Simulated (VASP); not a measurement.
Given:

```
CoGe
1.0
    4.57947     0.00000     0.00000
    0.00000     4.57947     0.00000
    0.00000     0.00000     4.57947
Co Ge
4 4
Direct
  0.13683   0.13683   0.13683
  0.36317   0.86317   0.63683
  0.63683   0.36317   0.86317
  0.86317   0.63683   0.36317
  0.83981   0.83981   0.83981
  0.66019   0.16019   0.33981
  0.33981   0.66019   0.16019
  0.16019   0.33981   0.66019
```

The numbers are results of PBEsol GGA, VASP's PBE PAW potentials (set 64) (plane waves; VASP 6.6.1), not measurements. Settings: 300 eV cut-off, 5×5×5 Γ-centred mesh, Gaussian smearing of 0.10 eV, potentials Co Ge_d.

At this cut-off the stress carries a Pulay error, which pulls relaxed volumes low.

Question: Give the stress tensor in GPa (positive for a compressed cell).

Answer: 
```
-2.45   0.00   0.00
 0.00  -2.45   0.00
 0.00   0.00  -2.45
```
The pressure is its mean diagonal, -2.45 GPa.

The structure comes from a computed database's CoGe entry; how it stands against other phases isn't given here. The cell was not relaxed at this level. The run is not spin-polarised, so no magnetic state was tried.
